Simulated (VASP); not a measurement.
GaN (zinc blende):

```
CELL_PARAMETERS angstrom
      0.00000     2.26000     2.26000
      2.26000     0.00000     2.26000
      2.26000     2.26000     0.00000
ATOMIC_POSITIONS crystal
  Ga 0.00000 0.00000 0.00000
  N  0.25000 0.25000 0.25000
```

The lowest empty band near Γ, direction [100], from mBJ (TB09) with spin-orbit coupling in VASP (PAW); its two spin partners are averaged. The gap over the points computed is 2.81 eV, and the next band on that side lies 8.62 eV away at the edge.

Numerical set-up: 520 eV cut-off, 11×11×11 Γ-centred mesh, Gaussian smearing of 0.050 eV, potentials Ga_d N.

```json
[
 {"distance from the edge in k (1/Å)": "0.018", "distance in energy (meV)": "5.6"},
 {"distance from the edge in k (1/Å)": "0.025", "distance in energy (meV)": "10.7"},
 {"distance from the edge in k (1/Å)": "0.035", "distance in energy (meV)": "20.8"},
 {"distance from the edge in k (1/Å)": "0.050", "distance in energy (meV)": "42.2"},
 {"distance from the edge in k (1/Å)": "0.070", "distance in energy (meV)": "81.5"}
]
```

**Question.** Fit E(1 + αE) = ħ²k²/2m* (ħ²/2m0 = 3.810 eV Å²) and predict the row at 0.095 1/Å.

**Answer.** Least squares on the energies gives the electron mass m* = 0.222 m0 and α = 0.38 per eV, and so 146.6 meV. The run gave 146.8 meV, +0.2 meV from the fit.

Left out are points under 3 meV from the edge, since the levels carry 0.1 meV, and points farther than half the way to the next band.

The compound is GaN in the zinc blende structure, a metastable form; wurtzite is the usual one. The cell was not relaxed at this level.
